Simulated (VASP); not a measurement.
VASP input:

### KPOINTS
```
Automatic mesh
0
Gamma
7 7 7
0 0 0
```

### INCAR
```
# general
SYSTEM  = Al3Sc
PREC    = Accurate
ENCUT   = 400
LREAL   = F
LASPH   = T

# electronic loop
EDIFF   = 1E-5
NELM    = 100
ALGO    = Normal
LMAXMIX = 4

# smearing
ISMEAR  = 1
SIGMA   = 0.1

# functional
GGA     = PE

# ions
ISIF    = 2

# output
LWAVE   = F
LCHARG  = F
```

POSCAR:
```
Al3Sc
1
    4.1058670000     0.0000000000     0.0000000000
    0.0000000000     4.0607360000     0.0000000000
    0.0000000000     0.0000000000     4.1995770000
Sc Al
1 3
Direct
  0.0000000000   0.0000000000   0.0000000000
  0.0000000000   0.5000000000   0.5000000000
  0.5000000000   0.0000000000   0.5000000000
  0.5060260000   0.5000000000   0.0000000000
```

POTCAR, in this order: Sc_sv Al (PBE.64 set). Program: vasp_std.

Question: Translate this PBE calculation to Ansatz.

Answer: One equivalent input (not run):
Ansatz 0.2 input:
```yaml
crystal:
  lattice:
    - [4.1058670, 0.0000000, 0.0000000]
    - [0.0000000, 4.0607360, 0.0000000]
    - [0.0000000, 0.0000000, 4.1995770]
  atoms:
    - { symbol: Sc, position: [0.0000000, 0.0000000, 0.0000000] }
    - { symbol: Al, position: [0.0000000, 0.5000000, 0.5000000] }
    - { symbol: Al, position: [0.5000000, 0.0000000, 0.5000000] }
    - { symbol: Al, position: [0.5060260, 0.5000000, 0.0000000] }
kpoints:
  mp_grid: { grid: [7, 7, 7] }
hamiltonian:
  xc: pbe
  pseudopotentials: { kind: paw }
scf:
  occupations: { method: methfessel_paxton, width: 0.1 }
  max_iter: 100
output: { forces: true, stress: true, eigenvalues: true }
```
The two are equivalent in intent, not identical: each code has its own PAW files, so the cut-off isn't converted (ENCUT is set for VASP's; basis.ecutwfc is left out, and Ansatz then takes the one that its files recommend); Ansatz stops its SCF on the density residual and VASP on the energy change (EDIFF).

The compound is Al3Sc in the L1_2 structure. The cell was not relaxed at this level, atoms are displaced from their ideal sites. The run is one of a series of settings (EDIFF = 1E-5 against the base run), some of them coarse on purpose.
